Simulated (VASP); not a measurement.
Computed with vdW-DF-cx, VASP's PBE PAW potentials (set 64) (plane waves; VASP 6.6.1).

A VASP calculation is set up with these files.

POSCAR:
```
Ta
1
   -1.6446110818     1.6446110818     1.6446110818
    1.6446110818    -1.6446110818     1.6446110818
    1.6446110818     1.6446110818    -1.6446110818
Ta
1
Direct
  0.0000000000   0.0000000000   0.0000000000
```

**KPOINTS**
```
Automatic mesh
0
Gamma
17 17 17
0 0 0
```

**INCAR**
```
SYSTEM = Ta
PREC = Accurate; ENCUT = 520; LREAL = F
LASPH = T
EDIFF = 1E-7; NELM = 100; ALGO = Normal
LMAXMIX = 6
ISMEAR = -5
GGA = CX; LUSE_VDW = T; AGGAC = 0.0
ISIF = 2
LWAVE = F; LCHARG = T; LORBIT = 11
NEDOS = 601
```

POTCAR, in this order: Ta_pv (PBE.64 set). Program: vasp_std.

Q: What will the output report for the number of irreducible k-points (NKPTS), largest plane-wave count, number of space-group operations, FFT grid (NGX, NGY, NGZ)?

A: 
```yaml
number of irreducible k-points (NKPTS): 165
largest_plane_wave_count: 489
number_of_space_group_operations: 48
FFT grid (NGX, NGY, NGZ): 24 × 24 × 24
```

The compound is Ta in the bcc structure. It was relaxed first.
